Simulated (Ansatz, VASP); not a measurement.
# SiW2C2Cl2O2 (Cl-SiC-Cl chair under W2CO2 MXene, AA') in two plane-wave programs, part 3 of 3

Aim: how closely do two programs agree when they are given the same cell, functional and k mesh? The cell is taken from a series of runs on this material, whose earlier steps may have relaxed, scaled, displaced or heated it; both programs get it as it stands.

VASP 6.6.1 and Ansatz 0.2.0.

So far. Step 4 (Side by side): VASP's last cycles still show a density residual of 1e-02, so its state may not be settled. With vacuum in the cell, a pressure given here is an average over mostly empty space and none of the material.

### Step 5. VASP: single point, PBE, spin-orbit coupling (continued)

Level of this step: PBE, spin-orbit coupling, no spin polarisation; plane waves and PAW (Cl, C, Si, O, W) (VASP).

Numbers of over 12 decimals in the logs are rounded to 6 here.

From OUTCAR (step 5):

```text
  Total        2.2113368      2.2113368      1.1427245     -0.0000000      0.0000000      0.0000000
  in kB       13.9306079     13.9306079      7.1987440     -0.0000000      0.0000000      0.0000000
  external PRESSURE =      11.6866533 kB  Pullay stress =       0.0000000 kB

 POSITION                                       TOTAL-FORCE (eV/Angst)
 -----------------------------------------------------------------------------------
      1.57328      0.90833      9.00000         0.000000      0.000000     -0.024424
     -0.00000      1.81667     13.42402         0.000000      0.000000     -0.070325
      1.57328      0.90833     10.81998         0.000000     -0.000000     -0.103610
     -0.00000      1.81667     18.45197        -0.000000     -0.000000      0.005960
     -0.00000      1.81667     11.39398        -0.000000      0.000000      0.055017
      0.00000      0.00000     16.24186        -0.000000      0.000000     -0.066470
      1.57328      0.90833     20.66145        -0.000000      0.000000      0.084388
      1.57328      0.90833     17.36241        -0.000000      0.000000      0.085405
      0.00000      0.00000     19.54407        -0.000000      0.000000      0.034059
 -----------------------------------------------------------------------------------
    total drift:                               -0.000000      0.000000      0.001812

  FREE ENERGIE OF THE ION-ELECTRON SYSTEM (eV)
  ---------------------------------------------------
  free  energy   TOTEN  =       -68.9183681504 eV

  energy  without entropy=      -68.9130170508  energy(sigma->0) =      -68.91569260

 magnetization (x)
# of ion       s       p       d       tot
------------------------------------------
    1       -0.000   0.000   0.000  -0.000
    2       -0.000   0.000   0.000  -0.000
    3        0.000   0.000   0.000   0.000
    4        0.000   0.000   0.000   0.000
    5        0.000   0.000   0.000   0.000
    6        0.000   0.000   0.000   0.000
    7        0.000   0.000   0.000   0.000
    8        0.000   0.000  -0.000  -0.000
    9        0.000   0.000   0.000   0.000
--------------------------------------------------
tot         -0.000   0.000  -0.000  -0.000

 magnetization (y)
# of ion       s       p       d       tot
------------------------------------------
    1        0.000   0.000   0.000   0.000
    2        0.000   0.000   0.000   0.000
    3        0.000   0.000   0.000   0.000
    4        0.000   0.000   0.000   0.000
    5        0.000   0.000   0.000   0.000
    6        0.000   0.000   0.000   0.000
    7        0.000  -0.000   0.000  -0.000
    8        0.000   0.000   0.000   0.000
    9        0.000   0.000   0.000   0.000
--------------------------------------------------
tot          0.000   0.000   0.000   0.000

 magnetization (z)
# of ion       s       p       d       tot
------------------------------------------
    1       -0.000   0.000   0.000   0.000
    2        0.000  -0.000   0.000  -0.000
    3        0.000   0.000   0.000   0.000
    4       -0.000   0.000   0.000   0.000
    5        0.000   0.000   0.000   0.000
    6        0.000   0.000   0.000   0.000
    7       -0.000   0.000   0.000   0.000
    8       -0.000  -0.000   0.000   0.000
    9        0.000   0.000   0.000   0.000
--------------------------------------------------
tot         -0.000   0.000   0.000   0.000

[... 1 part as in an earlier step ...]

[... 2 further parts left out ...]
[key lines of the parts left out:]
E-fermi :  -0.2109
```

### Step 6. Ansatz: single point, PBE, spin-orbit coupling

The same cell, functional, mesh and smearing now go to Ansatz, which takes its cutoff from its data sets.

The cell is taken from a series of runs on this material, whose earlier steps may have relaxed, scaled, displaced or heated it; both programs get it as it stands.

Input file input.yaml:

```yaml
crystal:
  lattice:
    - [3.1465612026, 0.0, 0.0]
    - [-1.5732806013, 2.725001936, 0.0]
    - [0.0, 0.0, 29.6614519159]
  atoms:
    - { symbol: Cl, position: [0.6666666667, 0.3333333333, 0.3034241218] }
    - { symbol: C, position: [0.6666666667, 0.3333333333, 0.3647823812] }
    - { symbol: Si, position: [0.3333333333, 0.6666666667, 0.3841341292] }
    - { symbol: Cl, position: [0.3333333333, 0.6666666667, 0.4525746951] }
    - { symbol: O, position: [0.0, 0.0, 0.5475747969] }
    - { symbol: W, position: [0.6666666667, 0.3333333333, 0.58535255] }
    - { symbol: C, position: [0.3333333333, 0.6666666667, 0.6220859213] }
    - { symbol: W, position: [0.0, 0.0, 0.6589046369] }
    - { symbol: O, position: [0.6666666667, 0.3333333333, 0.6965758782] }
kpoints:
  mp_grid: { grid: [12, 12, 1] }
  band_path:
    path: [[0, 0, 0], [0.5, 0, 0], [0.33333333, 0.33333333, 0], [0, 0, 0]]
    npoints: 16
hamiltonian:
  xc: pbe
  pseudopotentials: { kind: paw_fr }
magnetization:
  noncollinear: true
  spin_orbit: true
scf:
  occupations: { method: fermi_dirac, width: 0.02585 }
  convergence: { dr2_threshold: 1.0e-09 }
efield:
  axis: 3
  dipole_correction: true
  ramp_position: 0.97
  ramp_width: 0.06
  amplitude: 0
output:
  write_potential: true
  write_density: true
  volumetric_format: npy
```

Run with:

```console
$ ansatz run input.yaml --threads 4 --pin off --max-ram 6144MiB --backend cpu --events-out ev --progress --plain --runs-dir out
```

The log of the run:

```text
[...]
non-collinear run that drives no moment, with spin-orbit: no starting moment large enough to seed its density (crystal.atoms[].spin), no starting occupations that ask for one, no magnetisation constraint and no magnetic field, so the semilocal B_xc is pinned to zero
Crystal: 9 atoms, lattice volume = 254.329 Å³
[...]
k-point 1: bands = [... 62 lower, 1.7889, 1.7896, 1.9568, 1.9624, 2.2464, 2.2470, 3.1891, 3.1940, ... 14 higher]
  k-point 2: bands = [... 62 lower, 1.1145, 1.1223, 2.0570, 2.0571, 2.1359, 2.1360, 3.4465, 3.4500, ... 14 higher]
  k-point 18: bands = [... 62 lower, 1.5983, 1.6022, 1.7300, 1.7333, 1.7479, 1.7505, 3.9983, 4.0139, ... 14 higher]
[key lines of the parts left out:]
SCF converged after 26 iterations
Magnetization: |M| = 0.0000 μB,  M = (+0.0000, +0.0000, +0.0000) μB
Free energy (F): -25250.607223 eV
Fermi energy:    2.321548 eV
Dipole field:    D = -0.029241 V/Å  (p = -0.041099 e·Å, saw-weighted, corrected)
Work function:   Φ+ = 5.9158 eV   Φ− = 5.0484 eV
```

### Step 7. Differences

What differs besides the data sets and the points named for the pairs above, as far as they apply: spin-orbit coupling enters by fully relativistic files in Ansatz and inside the spheres in VASP; the data sets hold 66 valence electrons in Ansatz (on its fully relativistic PAW (standard-fr) files) and 50 in VASP. Total energies have different zeros and are not compared.

The two programs side by side:

```csv
quantity,Ansatz,VASP,difference
"work function, lower of the two faces (eV)",5.05,5.05,0.00
"work function, higher of the two faces (eV)",5.92,6.04,-0.13
```

With vacuum in the cell, a pressure given here is an average over mostly empty space and none of the material.

### Step 8. Results

- difference in work function, higher of the two faces (single point, PBE with D3(BJ)): -0.097 eV
- difference in work function, higher of the two faces (single point, PBE, spin-orbit coupling): -0.13 eV

The difference in work function, higher of the two faces is -0.097 eV (single point, PBE with D3(BJ)). The data sets hold unlike numbers of valence electrons (66 in Ansatz and 50 in VASP), so part of the differences comes from the potentials. Such differences can come from data sets, numerical settings and the points named under the comparisons, not from the functional's error against experiment.

[Lines on the potential files, build, host, timing and source positions are cut from VASP's logs without a mark.]

[Logs are printed without paths, hosts, clocks, repeated set-up lines and the standing remarks that a program may print on its own settings, such as how far it seeks lower states.]

[Hosts, paths, dates, database ids (printed as entryN), source tags and the programs' standing remarks are cut or masked in the printed files.]
